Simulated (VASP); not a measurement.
**Bulk modulus against bond length in diamond and zinc-blende semiconductors**

r2SCAN in VASP (plane waves, PAW). Static lattice, from a third-order Birch-Murnaghan fit over five volumes at each level. The bond length is the nearest-neighbour distance.

Here d stands for bond length and y for ln of B0 in GPa.

| solid | bond length (Å) | ln of B0 in GPa | cut-off (eV) |
|---|---|---|---|
| C | 1.543 | ? | 520 |
| AlN | 1.892 | 5.359 | 520 |
| GaN | 1.952 | 5.271 | 520 |
| Si | 2.356 | 4.579 | 520 |
| Ge | 2.458 | 4.253 | 520 |
| CdS | 2.550 | 4.103 | 520 |
| InP | 2.557 | 4.224 | 520 |
| InAs | 2.646 | 4.042 | 520 |
| HgTe | 2.848 | 3.688 | 520 |

Fit y of the 8 rows that show it with a straight line in ln d. With u = ln d - 0.87, the rows have u = -0.23237, -0.20115, -0.01303, 0.02935, 0.06609, 0.06883, 0.10305, 0.17662. Means: u -0.00032625, y 4.4399. About the means, the sum of products is -0.59898 and the sum of squares of u is 0.14641; the slope is their ratio. Least squares gives y = 4.4385 - 4.0912·u. Residuals (row less fit): -0.0302, 0.0096, 0.0872, -0.0654, -0.0651, 0.0671, 0.0251, -0.0279; standard error 0.0620 (degrees of freedom: 6). The slope is -4.09 with a standard error of 0.16. So B0 goes as d to the power -4.1 over these rows; such a law is empirical and holds within one kind of bonding.

**Question.** Predict the withheld y at d = 1.543 from the fit, and compare with the calculation.

**Answer.** u = -0.43627, so y = 4.4385 - 4.0912 × (-0.43627) = 6.2234. The calculation gives 6.109, 0.1144 below the prediction (4.7 % of the range of y in the table). The row lies outside the fitted rows, so this is an extrapolation. From the scatter of the fitted rows alone, a prediction at this place has a standard error of 0.0964, so the miss is 1.2 times that.

The run's B0 for C is 450 GPa. AlN is here a metastable form; wurtzite is the usual one. GaN is here a metastable form; wurtzite is the usual one. CdS is here a metastable form; wurtzite is the usual one. The rows are a random draw from the solids of this series computed here; series whose standard error about the line passes 12 to 30 % of the range of y, or with no trend, aren't shown in this form.
